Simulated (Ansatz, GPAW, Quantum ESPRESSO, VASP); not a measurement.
**One calculation of Tl3Cu, 4 ways**

```
CELL_PARAMETERS angstrom
4.71700 0.00000 0.00000
0.00000 4.71700 0.00000
0.00000 0.00000 4.71700
ATOMIC_POSITIONS crystal
Tl 0.50000 0.50000 0.00000
Tl 0.50000 0.00000 0.50000
Tl 0.00000 0.50000 0.50000
Cu 0.00000 0.00000 0.00000
```

The cell comes from a database or a generator and needn't be the stable form of this composition.

Alike in all runs: task equation of state; functional PBE; k mesh 6 × 6 × 6; occupations fermi-dirac, width 0.05 eV; no spin polarisation; no spin-orbit coupling.

```tsv
program and potentials	plane-wave cutoff (eV)	notes	equilibrium volume (Å³/atom)	bulk modulus (GPa)
Ansatz, Ansatz PAW	420	-	26.26	32.6
GPAW, GPAW PAW data sets (gpaw-data 1.2.1)	600	this data set often lies off other programs	26.02	33.0
VASP, PBE PAW files Cu, Tl_d, 520 eV	520	-	26.31	32.5
Quantum ESPRESSO, SSSP 1.3 efficiency PBE	748	-	26.25	32.6
```

The equilibrium volume spans 26.02 (GPAW, GPAW PAW data sets (gpaw-data 1.2.1)) to 26.31 Å³/atom (VASP, PBE PAW files Cu, Tl_d, 520 eV). The bulk modulus spans 32.5 (VASP, PBE PAW files Cu, Tl_d, 520 eV) to 33.0 GPa (GPAW, GPAW PAW data sets (gpaw-data 1.2.1)). For a metal such a mesh isn't converged, which the comparison doesn't need.

The functional is the same throughout but for its coding, so the spread measures potentials, basis and numerics; runs on potential files found faulty are left out.
